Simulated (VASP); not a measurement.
Given:

```xyz
2
Lattice="1.7509 -3.0327 0.0000 1.7509 3.0327 0.0000 0.0000 0.0000 5.3990" Properties=species:S:1:pos:R:3 pbc="T T T"
Tm     1.7509     1.0109     1.3497
Tm     1.7509    -1.0109     4.0492
```

Method: PBEsol GGA, VASP's PBE PAW potentials (set 64) (plane waves; VASP). Run with 400 eV cut-off, Gaussian smearing of 0.050 eV, potentials Tm_3.

The 4f electrons are frozen in the core of the lanthanide potential, so 4f levels, which can set the real gap, and their magnetism are missing.

Give the energies of bands 7 to 12 at the high-symmetry points, in eV from the Fermi level.

| band | Γ | M | K | A | L | H |
|---|---|---|---|---|---|---|
| 7 | -5.79 | -2.23 | -0.89 | -4.04 | -2.12 | -0.65 |
| 8 | -2.37 | -1.48 | -0.89 | -4.04 | -2.12 | -0.65 |
| 9 | 1.22 | -0.94 | -0.88 | 1.21 | 0.13 | -0.46 |
| 10 | 2.04 | -0.16 | -0.54 | 1.21 | 0.13 | -0.46 |
| 11 | 2.04 | 1.65 | 1.32 | 1.92 | 1.60 | 0.54 |
| 12 | 2.61 | 1.76 | 1.32 | 1.92 | 1.60 | 0.54 |

It has no gap at this level: it comes out as a metal or semimetal.

The compound is Tm in the hcp structure. It was relaxed first.
